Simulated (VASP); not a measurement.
Here is the system:

```yaml
crystal:
  lattice:
    - [0.00000, 2.74058, 2.74058]
    - [2.74058, 0.00000, 2.74058]
    - [2.74058, 2.74058, 0.00000]
  atoms:
    - { symbol: Ca, position: [0.00000, 0.00000, 0.00000] }
    - { symbol: F, position: [0.25000, 0.25000, 0.25000] }
    - { symbol: F, position: [0.75000, 0.75000, 0.75000] }
```

The numbers are results of r2SCAN+rVV10, VASP's PBE PAW potentials (set 64) (plane waves; VASP), not measurements. Numerical set-up: 520 eV cut-off, 7×7×7 Γ-centred mesh, Gaussian smearing of 0.050 eV, potentials Ca_sv F.

Problem. Predict the energy per atom (σ→0), pressure.

Solution. 
* **energy per atom (σ→0)**: -8395 meV/atom
* **pressure**: -2.48 GPa

The absolute energy has meaning only against runs of the same code, potentials and settings.

The compound is CaF2 in the fluorite structure. This cell is one point of a volume scan, at 1.03 of the reference volume.
